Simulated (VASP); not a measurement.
Level of theory: PBEsol GGA, VASP's PBE PAW potentials (set 64) (plane waves; VASP).

The input files of a VASP run:

**POSCAR**
```
V(100) slab
1.0
  2.9581966804   0.0000000000   0.0000000000
  0.0000000000   2.9581966804   0.0000000000
  0.0000000000   0.0000000000  23.5191280630
V
6
Cart
  1.4790983402   0.0000000000   8.0618161601
  0.0000000000   1.4790983402   9.5409106048
  1.4790983402   0.0000000000  11.0200050496
  0.0000000000   1.4790983402  12.4991230134
  1.4790983402   0.0000000000  13.9782174582
  0.0000000000   1.4790983402  15.4573119029
```

### INCAR
```
SYSTEM = V(100) slab
PREC = Normal
ENCUT = 400
EDIFF = 1E-5
NELM = 100
ALGO = Normal
LREAL = .FALSE.
LASPH = .TRUE.
ISMEAR = 1
SIGMA = 0.1
GGA = PS
LMAXMIX = 4
LWAVE = .TRUE.
LCHARG = .FALSE.
NELMIN = 4
LDIPOL = .TRUE.
IDIPOL = 3
DIPOL = 0.5 0.5 0.5
IBRION = 2
ISIF = 2
NSW = 50
EDIFFG = -0.03
```

File KPOINTS:
```
Automatic mesh
0
Gamma
9 9 1
0 0 0
```

POTCAR, in this order: V_sv (PBE.64 set). Program: vasp_std.

Task: What will the output report for the number of irreducible k-points (NKPTS), largest plane-wave count, number of space-group operations, FFT grid (NGX, NGY, NGZ)?

Result: 
- number of irreducible k-points (NKPTS): 15
- largest plane-wave count: 3772
- number of space-group operations: 16
- FFT grid (NGX, NGY, NGZ): 14 × 14 × 120

The cell is a thin slab with vacuum, built from V (bcc): (100) face. The run is not spin-polarised, so no magnetic state was tried.
